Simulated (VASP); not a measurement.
# Band gap of MoS2 (Molybdenite): cutoff, mesh and cell, part 2 of 2

How far does the LDA gap of MoS2 (Molybdenite) depend on cutoff, mesh and cell? The starting structure is a measured crystal structure from the Crystallography Open Database. The atoms were first relaxed with LDA in that cell, in a run that isn't shown, and the relaxed structure is the one below.

VASP 6.6.1.

Results so far: reference 0.831 eV; cell and atoms relaxed by LDA 0.721 eV; no band path 0.905 eV.

### Step 5. Bands with a cutoff of 500 eV

Level of this step: LDA; plane waves and PAW (Mo_sv, S) (VASP).

Against step 2 the input has ENCUT = 500.

Contents of INCAR:

```
SYSTEM = MoS2
PREC = Accurate
ENCUT = 500
EDIFF = 1E-06
NELM = 100
ISMEAR = 0
SIGMA = 0.03
LREAL = .FALSE.
ALGO = Normal
GGA = CA
NBANDS = 42
LASPH = .TRUE.
LORBIT = 11
LWAVE = .FALSE.
LCHARG = .FALSE.
KPAR = 8
```

Contents of POSCAR:

```
MoS2
1.0
    3.1610000000      0.0000000000      0.0000000000
   -1.5805000000      2.7375063014      0.0000000000
    0.0000000000      0.0000000000     12.2950000000
Mo S
2 4
Direct
    0.6666666667      0.3333333333      0.7500000000
    0.3333333333      0.6666666667      0.2500000000
    0.6666666667      0.3333333333      0.3755016495
    0.3333333333      0.6666666667      0.8755016495
    0.6666666667      0.3333333333      0.1244983505
    0.3333333333      0.6666666667      0.6244983505
```

Contents of KPOINTS:

```
Automatic mesh
0
Gamma
9 9 2
0 0 0
```

Contents of KPOINTS_OPT:

```
Line mode
8
Line-mode
Reciprocal
  0.00000000   0.00000000   0.00000000 GAMMA
  0.50000000   0.00000000   0.00000000 M

  0.50000000   0.00000000   0.00000000 M
  0.33333333   0.33333333   0.00000000 K

  0.33333333   0.33333333   0.00000000 K
  0.00000000   0.00000000   0.00000000 GAMMA

  0.00000000   0.00000000   0.00000000 GAMMA
  0.00000000   0.00000000   0.50000000 A

  0.00000000   0.00000000   0.50000000 A
  0.50000000   0.00000000   0.50000000 L

  0.50000000   0.00000000   0.50000000 L
  0.33333333   0.33333333   0.50000000 H

  0.33333333   0.33333333   0.50000000 H
  0.00000000   0.00000000   0.50000000 A

  0.50000000   0.00000000   0.50000000 L
  0.50000000   0.00000000   0.00000000 M

  0.33333333   0.33333333   0.00000000 K
  0.33333333   0.33333333   0.50000000 H
```

The projector-augmented-wave data sets are Mo_sv and S (LDA family, release 64).

Launch:

```
mpirun -np 8 vasp_std
```

The log of the run:

```text
[... set-up lines as in an earlier step ...]
 entering main loop
       N       E                     dE             d eps       ncg     rms          rms(c)
DAV:   1     0.444022283681E+03    0.44402E+03   -0.27617E+04  2152   0.114E+03
DAV:   2    -0.299850367192E+02   -0.47401E+03   -0.45453E+03  2324   0.330E+02
DAV:   3    -0.515591921970E+02   -0.21574E+02   -0.21215E+02  2438   0.666E+01
DAV:   4    -0.518766831050E+02   -0.31749E+00   -0.31698E+00  2424   0.839E+00
[...]
DAV:  12    -0.489241650386E+02    0.58700E-04   -0.11692E-04  2292   0.476E-02    0.672E-02
DAV:  13    -0.489241552873E+02    0.97513E-05   -0.69999E-05  2364   0.406E-02    0.188E-02
DAV:  14    -0.489241546489E+02    0.63842E-06   -0.53245E-06  2106   0.131E-02
   1 F= -.48924155E+02 E0= -.48924155E+02  d E =-.372075E-41
 Start KPOINTS_OPT (optional k-point list driver)
k-point batch [1-24\72]
       N       E                     dE             ncg
DAV:   1    -0.690539042558E+02   -0.32102E+05     2200
DAV:   2    -0.112474014737E+05   -0.11178E+05     2308
DAV:   3    -0.117385474056E+05   -0.49115E+03     2426
DAV:   4    -0.117456879742E+05   -0.71406E+01     2440
DAV:   5    -0.117458022276E+05   -0.11425E+00     2434
DAV:   6    -0.117458049305E+05   -0.27029E-02     2480
DAV:   7    -0.117458050036E+05   -0.73072E-04     2524
DAV:   8    -0.117458050056E+05   -0.20294E-05     1800
DAV:   9    -0.117458050059E+05   -0.20374E-06     1668
[...]
k-point batch [49-72\72]
       N       E                     dE             ncg
DAV:   1    -0.293292577894E+03   -0.42050E+05     2208
DAV:   2    -0.113249999214E+05   -0.11032E+05     2302
DAV:   3    -0.118048357696E+05   -0.47984E+03     2392
DAV:   4    -0.118116162989E+05   -0.67805E+01     2406
DAV:   5    -0.118117232526E+05   -0.10695E+00     2426
DAV:   6    -0.118117256944E+05   -0.24419E-02     2472
DAV:   7    -0.118117257596E+05   -0.65130E-04     2442
DAV:   8    -0.118117257613E+05   -0.17608E-05     1728
DAV:   9    -0.118117257615E+05   -0.19762E-06     1522
```

Elapsed: 38 s, on 8 MPI ranks of AMD EPYC 7R43, shared host; peak memory 2.1 GiB; 5 min of CPU time.

OUTCAR, selected parts (step 5):

```text
  Total       -2.3756625     -2.3756625     -0.6457220      0.0000000     -0.0000000      0.0000000
  in kB      -35.7756201    -35.7756201     -9.7240692      0.0000000     -0.0000000      0.0000000
  external PRESSURE =     -27.0917698 kB  Pullay stress =       0.0000000 kB

 POSITION                                       TOTAL-FORCE (eV/Angst)
 -----------------------------------------------------------------------------------
      1.58050      0.91250      9.22125         0.000000     -0.000000     -0.000000
     -0.00000      1.82500      3.07375        -0.000000      0.000000     -0.000000
      1.58050      0.91250      4.61679         0.000000     -0.000000      0.002861
     -0.00000      1.82500     10.76429        -0.000000      0.000000      0.002861
      1.58050      0.91250      1.53071         0.000000     -0.000000     -0.002861
     -0.00000      1.82500      7.67821        -0.000000      0.000000     -0.002861
 -----------------------------------------------------------------------------------
    total drift:                               -0.000000      0.000000     -0.000000

  FREE ENERGIE OF THE ION-ELECTRON SYSTEM (eV)
  ---------------------------------------------------
  free  energy   TOTEN  =       -48.9241546489 eV

  energy  without entropy=      -48.9241546489  energy(sigma->0) =      -48.92415465

[... 1 part as in an earlier step ...]

[... 2 further parts left out ...]
[key lines of the parts left out:]
E-fermi :   7.7836
```

With a cutoff of 500 eV the gap is 0.831 eV, +0.000 eV from the reference.

### Step 6. Bands with a 12×12×4 mesh

Against step 2 the input has a 12×12×4 mesh.

INCAR, as its differences from that of step 5:

```diff
@@ -2,3 +2,3 @@
 PREC = Accurate
-ENCUT = 500
+ENCUT = 350
 EDIFF = 1E-06
```

POSCAR is that of step 5.

Contents of KPOINTS:

```
Automatic mesh
0
Gamma
12 12 4
0 0 0
```

KPOINTS_OPT is that of step 5.

Launch:

```
mpirun -np 8 vasp_std
```

The log of the run:

```text
[... set-up lines as in an earlier step ...]
 entering main loop
       N       E                     dE             d eps       ncg     rms          rms(c)
DAV:   1     0.350686037157E+03    0.35069E+03   -0.23233E+04  5276   0.869E+02
DAV:   2    -0.350947339176E+02   -0.38578E+03   -0.36993E+03  5614   0.285E+02
DAV:   3    -0.516426422743E+02   -0.16548E+02   -0.16321E+02  5860   0.562E+01
DAV:   4    -0.518674194825E+02   -0.22478E+00   -0.22454E+00  5754   0.684E+00
[...]
DAV:  12    -0.489185625755E+02    0.56859E-04   -0.11785E-04  5450   0.473E-02    0.640E-02
DAV:  13    -0.489185546988E+02    0.78767E-05   -0.70224E-05  5666   0.407E-02    0.188E-02
DAV:  14    -0.489185540487E+02    0.65009E-06   -0.55085E-06  4990   0.133E-02
   1 F= -.48918554E+02 E0= -.48918554E+02  d E =-.870959E-13
 Start KPOINTS_OPT (optional k-point list driver)
k-point batch [1-57\72]
       N       E                     dE             ncg
DAV:   1    -0.472292847843E+04   -0.60125E+05     5348
DAV:   2    -0.268838435439E+05   -0.22161E+05     5624
DAV:   3    -0.277865807452E+05   -0.90274E+03     5752
DAV:   4    -0.277989151532E+05   -0.12334E+02     5702
DAV:   5    -0.277991168479E+05   -0.20169E+00     5872
DAV:   6    -0.277991214879E+05   -0.46400E-02     5890
DAV:   7    -0.277991216068E+05   -0.11897E-03     5882
DAV:   8    -0.277991216101E+05   -0.33002E-05     4112
DAV:   9    -0.277991216105E+05   -0.34066E-06     3914
k-point batch [58-72\72]
       N       E                     dE             ncg
DAV:   1     0.368359229203E+05   -0.27629E+05     1428
DAV:   2     0.313154710998E+05   -0.55205E+04     1432
DAV:   3     0.310811190296E+05   -0.23435E+03     1500
DAV:   4     0.310779968468E+05   -0.31222E+01     1470
DAV:   5     0.310779507512E+05   -0.46096E-01     1520
DAV:   6     0.310779497956E+05   -0.95557E-03     1500
DAV:   7     0.310779497733E+05   -0.22335E-04     1546
DAV:   8     0.310779497727E+05   -0.52729E-06     1026
```

The job ended after 34 s (8 MPI ranks; peak memory 2.2 GiB; 4.4 min of CPU time).

OUTCAR, selected parts (step 6):

```text
  Total       -2.6313954     -2.6313954     -0.9043989      0.0000000      0.0000000      0.0000000
  in kB      -39.6267581    -39.6267581    -13.6195408      0.0000000      0.0000000      0.0000000
  external PRESSURE =     -30.9576857 kB  Pullay stress =       0.0000000 kB

 POSITION                                       TOTAL-FORCE (eV/Angst)
 -----------------------------------------------------------------------------------
      1.58050      0.91250      9.22125         0.000000     -0.000000      0.000000
     -0.00000      1.82500      3.07375        -0.000000      0.000000      0.000000
      1.58050      0.91250      4.61679         0.000000      0.000000      0.005132
     -0.00000      1.82500     10.76429        -0.000000     -0.000000      0.005132
      1.58050      0.91250      1.53071         0.000000      0.000000     -0.005132
     -0.00000      1.82500      7.67821        -0.000000     -0.000000     -0.005132
 -----------------------------------------------------------------------------------
    total drift:                               -0.000000      0.000000     -0.000000

  FREE ENERGIE OF THE ION-ELECTRON SYSTEM (eV)
  ---------------------------------------------------
  free  energy   TOTEN  =       -48.9185540487 eV

  energy  without entropy=      -48.9185540487  energy(sigma->0) =      -48.91855405

[... 1 part as in an earlier step ...]

[... 2 further parts left out ...]
[key lines of the parts left out:]
E-fermi :   7.6396
```

With a 12×12×4 mesh the gap is 0.829 eV, -0.003 eV from the reference.

### Step 7. All runs side by side

| run | gap (eV) | change (eV) | core minutes |
| --- | --- | --- | --- |
| reference | 0.831 | - | 3.33 |
| cell and atoms relaxed by LDA | 0.721 | -0.11 | 2.93 |
| no band path | 0.905 | 0.074 | 1.17 |
| a cutoff of 500 eV | 0.831 | 0.0 | 5.07 |
| a 12×12×4 mesh | 0.829 | -0.003 | 4.53 |

Core minutes are wall time times ranks of the run shown, on a shared host.

### Step 8. Summary of results

```yaml
reference_gap: 0.831 eV
gap_with_cell_and_atoms_relaxed_by_lda: 0.721 eV
gap_with_no_band_path: 0.905 eV
gap_with_a_cutoff_of_500_ev: 0.831 eV
gap_with_a_12x12x4_mesh: 0.829 eV
```

**Reading.** Among the runs that read a gap along the path, the one with cell and atoms relaxed by LDA moves it most, by -0.110 eV. On finer settings it changes by +0.000 eV with a cutoff of 500 eV and -0.003 eV with a 12×12×4 mesh. Read on the mesh alone, without a band path, the gap comes out +0.074 eV from the reference: such a gap is an upper bound, and here at least one band edge lies off the mesh points. The functional's own error isn't tested here. Further runs on this material are not shown.

[Lines on the potential files, build, host, timing and source positions are cut from VASP's logs without a mark.]

[Logs are printed without paths, hosts, clocks, repeated set-up lines and the standing remarks that a program may print on its own settings, such as how far it seeks lower states.]

[Hosts, paths, dates, database ids (printed as entryN), source tags and the programs' standing remarks are cut or masked in the printed files.]
